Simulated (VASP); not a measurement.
Computed with MS2 meta-GGA, VASP's PBE PAW potentials (set 64) (plane waves; VASP 6.6.1).

Input for VASP

**KPOINTS_OPT**
```
k-points along high-symmetry lines
8
Line-mode
Reciprocal
  0.000000   0.000000   0.000000 ! GAMMA
  0.500000   0.500000   0.500000 ! T

  0.500000   0.500000   0.500000 ! T
  0.769824   0.230176   0.500000 ! H_2

  0.500000  -0.230176   0.230176 ! H_0
  0.500000   0.000000   0.000000 ! L

  0.500000   0.000000   0.000000 ! L
  0.000000   0.000000   0.000000 ! GAMMA

  0.000000   0.000000   0.000000 ! GAMMA
  0.365088  -0.365088  -0.000000 ! S_0

  0.634912  -0.000000   0.365088 ! S_2
  0.500000  -0.000000   0.500000 ! F

  0.500000  -0.000000   0.500000 ! F
  0.000000   0.000000   0.000000 ! GAMMA
```

KPOINTS:
```
Automatic mesh
0
Gamma
13 13 13
0 0 0
```

File POSCAR:
```
As
4.0241350
  0.8831256010  -0.4690122473  -0.0108125377
  0.8831256010   0.4690122473  -0.0108125377
  0.6435451661   0.0000000000   0.7654082206
As
2
Cart
  0.5528488905   0.0000000000   0.1706366945
  1.8569474775   0.0000000000   0.5731464507
```

### INCAR
```
SYSTEM=As
NELM=100   # most electronic steps
NEDOS=601
EDIFF=1E-7   # SCF stop (eV)
PREC=Accurate
ENCUT=520   # plane-wave cut-off (eV)
LWAVE=.FALSE.
LMIXTAU=.TRUE.
LMAXMIX=4   # l cut-off of mixed one-centre charges
LASPH=.TRUE.   # aspherical one-centre terms
ISIF=2   # forces and stress, cell fixed
ALGO=Normal   # blocked Davidson
LORBIT=11   # lm-projected
METAGGA=MS2
LCHARG=.FALSE.
LREAL=.FALSE.   # projection in real space or not
ISMEAR=-5   # tetrahedra, Bloechl
```

POTCAR, in this order: As (PBE.64 set). Program: vasp_std.

Output of the run:

OUTCAR:
```
 ion  position               nearest neighbor table
   1  0.229  0.229  0.229-   2 2.52   2 2.52   2 2.52
   2  0.771  0.771  0.771-   1 2.52   1 2.52   1 2.52
  LATTYP: Found a trigonal (rhomboedric) cell.
 ALAT       =     4.0241354550
 COS(alpha) =     0.5600551080
 Subroutine PRICEL returns:
 Original cell was already a primitive cell.
 Subroutine GETGRP returns: Found 12 space group operations
The static configuration has the point symmetry D_3d.
The dynamic configuration has the point symmetry D_3d.
 Subroutine INISYM returns: Found 12 space group operations
 Subroutine IBZKPT returns following result:
 Found    231 irreducible k-points:

 Following reciprocal coordinates:
            Coordinates               Weight
  0.000000  0.000000  0.000000      1.000000
  0.076923  0.000000  0.000000      6.000000
  0.153846  0.000000  0.000000      6.000000
  0.230769  0.000000  0.000000      6.000000
  0.307692  0.000000  0.000000      6.000000
  0.384615  0.000000  0.000000      6.000000
  0.461538  0.000000  0.000000      6.000000
  0.076923  0.076923  0.000000      6.000000
  0.153846  0.076923  0.000000     12.000000
  0.230769  0.076923  0.000000     12.000000
  0.307692  0.076923  0.000000     12.000000
  0.384615  0.076923 -0.000000     12.000000
  0.461538  0.076923  0.000000     12.000000
 -0.461538  0.076923 -0.000000     12.000000
 -0.384615  0.076923 -0.000000     12.000000
 -0.307692  0.076923  0.000000     12.000000
 -0.230769  0.076923  0.000000     12.000000
 -0.153846  0.076923  0.000000     12.000000
 -0.076923  0.076923  0.000000      6.000000
  0.153846  0.153846  0.000000      6.000000
  0.230769  0.153846  0.000000     12.000000
  0.307692  0.153846  0.000000     12.000000
  0.384615  0.153846  0.000000     12.000000
...
```

**OSZICAR**
```
       N       E                     dE             d eps       ncg     rms          rms(c)
DAV:   1     0.132647658070E+02    0.13265E+02   -0.39347E+03  4158   0.849E+02
DAV:   2    -0.195510503128E+02   -0.32816E+02   -0.32106E+02  6192   0.114E+02
DAV:   3    -0.204462390229E+02   -0.89519E+00   -0.89315E+00  4746   0.232E+01
DAV:   4    -0.204492272261E+02   -0.29882E-02   -0.29656E-02  5246   0.126E+00
DAV:   5    -0.204492301864E+02   -0.29604E-05   -0.28719E-05  4685   0.357E-02    0.437E+00
DAV:   6    -0.113749840223E+02    0.90742E+01   -0.50126E+00  4328   0.173E+01    0.196E+00
DAV:   7    -0.113631489091E+02    0.11835E-01   -0.32987E-02  4740   0.200E+00    0.124E+00
DAV:   8    -0.113811560746E+02   -0.18007E-01   -0.25596E-01  4196   0.448E+00    0.343E-01
DAV:   9    -0.113909423900E+02   -0.97863E-02   -0.24469E-02  4200   0.138E+00    0.115E-01
DAV:  10    -0.113888298390E+02    0.21126E-02   -0.10341E-02  4232   0.887E-01    0.185E-01
DAV:  11    -0.113910172552E+02   -0.21874E-02   -0.20103E-03  4296   0.540E-01    0.901E-02
DAV:  12    -0.113917377239E+02   -0.72047E-03   -0.13392E-03  4195   0.335E-01    0.215E-02
DAV:  13    -0.113917369016E+02    0.82226E-06   -0.59804E-04  4264   0.273E-01    0.156E-02
DAV:  14    -0.113917799628E+02   -0.43061E-04   -0.29792E-04  4174   0.180E-01    0.692E-03
DAV:  15    -0.113918124987E+02   -0.32536E-04   -0.11443E-04  4166   0.127E-01    0.339E-03
DAV:  16    -0.113918162897E+02   -0.37910E-05   -0.13666E-05  4205   0.501E-02    0.958E-04
DAV:  17    -0.113918164613E+02   -0.17164E-06   -0.12375E-06  4397   0.170E-02    0.790E-04
DAV:  18    -0.113918165285E+02   -0.67202E-07   -0.66379E-08  2223   0.323E-03
   1 F= -.11391817E+02 E0= -.11391817E+02  d E =0.000000E+00
       N       E                     dE             ncg
```

### OUTCAR
```
------------------------ aborting loop because EDIFF is reached ----------------------------------------
  FORCE on cell =-STRESS in cart. coord.  units (eV):
  Direction    XX          YY          ZZ          XY          YZ          ZX
  --------------------------------------------------------------------------------------
  Total       -0.0003165      0.0190438      0.0171995      0.0000000      0.0000000     -0.0059756
  in kB       -0.0121481      0.7309196      0.6601315      0.0000000      0.0000000     -0.2293478
  external PRESSURE =       0.4596343 kB  Pullay stress =       0.0000000 kB
  volume of cell :       41.74
      direct lattice vectors                 reciprocal lattice vectors
     3.553816640 -1.887368600 -0.043511111     0.139260241 -0.264919105 -0.117088180
     3.553816640  1.887368600 -0.043511111     0.139260241  0.264919105 -0.117088180
     2.589712627  0.000000000  3.080106010     0.003934519  0.000000000  0.321356058
 POSITION                                       TOTAL-FORCE (eV/Angst)
 -----------------------------------------------------------------------------------
      2.22474      0.00000      0.68667        -0.002663      0.000000     -0.000822
      7.47261      0.00000      2.30642         0.002663      0.000000      0.000822
 -----------------------------------------------------------------------------------
    total drift:                                0.000000     -0.000000      0.000000
  FREE ENERGIE OF THE ION-ELECTRON SYSTEM (eV)
  ---------------------------------------------------
  free  energy   TOTEN  =       -11.3918165285 eV

  energy  without entropy=      -11.3918165285  energy(sigma->0) =      -11.39181653

 total charge

# of ion       s       p       d       tot
------------------------------------------
    1        1.296   1.358   0.054   2.708
    2        1.296   1.358   0.054   2.708
--------------------------------------------------
tot          2.593   2.715   0.108   5.416
```
(Selected blocks of OUTCAR.)

For a metal the tetrahedron method with Blöchl corrections gives inexact stress and forces.

The compound is As in the a7 structure. It was relaxed first.
